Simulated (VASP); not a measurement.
A convergence study with VASP on TiC (rock salt): a few settings are varied, all else stays as given below, so the limit is that of these other settings.

```
CELL_PARAMETERS angstrom
      0.00000     2.16500     2.16500
      2.16500     0.00000     2.16500
      2.16500     2.16500     0.00000
ATOMIC_POSITIONS crystal
  Ti 0.00000 0.00000 0.00000
  C  0.50000 0.50000 0.50000
```

Method: LDA (Ceperley-Alder, Perdew-Zunger), VASP's LDA PAW potentials (set 64) (plane waves; VASP 6.6.1). The last row used: 700 eV cut-off, 22×22×22 Γ-centred mesh, second-order Methfessel-Paxton smearing of 0.40 eV, potentials Ti_sv C.

```
setting                                   E (eV/atom)  pressure (GPa)  irreducible k-points
----------------------------------------  -----------  --------------  --------------------
ISMEAR = -1, SIGMA = 0.01, 8×8×8 mesh        -10.2529          -11.87                    29
ISMEAR = -1, SIGMA = 0.1, 8×8×8 mesh         -10.2533          -11.82                    29
ISMEAR = 0, SIGMA = 0.01, 8×8×8 mesh         -10.2529          -11.90                    29
ISMEAR = 0, SIGMA = 0.1, 8×8×8 mesh          -10.2532          -11.84                    29
ISMEAR = 1, SIGMA = 0.01, 8×8×8 mesh         -10.2529          -11.90                    29
ISMEAR = 1, SIGMA = 0.2, 8×8×8 mesh          -10.2533          -11.85                    29
ISMEAR = 2, SIGMA = 0.05, 8×8×8 mesh         -10.2529          -11.87                    29
ISMEAR = 2, SIGMA = 0.2, 8×8×8 mesh          -10.2533          -11.85                    29
ISMEAR = -1, SIGMA = 0.01, 16×16×16 mesh     -10.2540          -11.87                   145
ISMEAR = -1, SIGMA = 0.2, 16×16×16 mesh      -10.2532          -11.69                   145
ISMEAR = 0, SIGMA = 0.01, 16×16×16 mesh      -10.2540          -11.88                   145
ISMEAR = 0, SIGMA = 0.2, 16×16×16 mesh       -10.2543          -11.84                   145
ISMEAR = 1, SIGMA = 0.01, 16×16×16 mesh      -10.2540          -11.88                   145
ISMEAR = 1, SIGMA = 0.4, 16×16×16 mesh       -10.2546          -11.88                   145
ISMEAR = 2, SIGMA = 0.05, 16×16×16 mesh      -10.2540          -11.87                   145
ISMEAR = 2, SIGMA = 0.4, 16×16×16 mesh       -10.2544          -11.86                   145
ISMEAR = -1, SIGMA = 0.05, 22×22×22 mesh     -10.2546          -11.86                   328
ISMEAR = -1, SIGMA = 0.2, 22×22×22 mesh      -10.2533          -11.69                   328
ISMEAR = 0, SIGMA = 0.05, 22×22×22 mesh      -10.2546          -11.87                   328
ISMEAR = 0, SIGMA = 0.2, 22×22×22 mesh       -10.2545          -11.84                   328
ISMEAR = 1, SIGMA = 0.05, 22×22×22 mesh      -10.2546          -11.87                   328
ISMEAR = 1, SIGMA = 0.4, 22×22×22 mesh       -10.2546          -11.88                   328
ISMEAR = 2, SIGMA = 0.1, 22×22×22 mesh       -10.2546          -11.87                   328
ISMEAR = 2, SIGMA = 0.4, 22×22×22 mesh       -10.2546          -11.86                   328
```

Left out are rungs that failed or repeat a setting and relaxations that didn't move; long series are thinned to 24 rows.

The compound is TiC in the rock salt structure. The cell was not relaxed at this level.
